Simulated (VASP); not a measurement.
Input:

```xyz
1
Lattice="-2.6400 2.6400 2.6400 2.6400 -2.6400 2.6400 2.6400 2.6400 -2.6400" Properties=species:S:1:pos:R:3 pbc="T T T"
K      0.0000     0.0000     0.0000
```

These are PBE GGA, VASP's PBE PAW potentials (set 64) (plane waves; VASP) values and carry that method's errors. Settings: 300 eV cut-off, 9×9×9 Γ-centred mesh, Gaussian smearing of 0.14 eV, potentials K_sv.

### Question
Estimate the energy per atom (σ→0), band gap (on the k-mesh) with the smallest direct gap where there is one.

### Answer

The band gap (on the k-mesh) is none (metal, semimetal or under 0.01 eV) and the energy per atom (σ→0) is -1.049 eV/atom.

Only differences to runs with the same potentials and settings are physical.

The structure is a typed K crystal (Im-3m). The cell was not relaxed at this level.
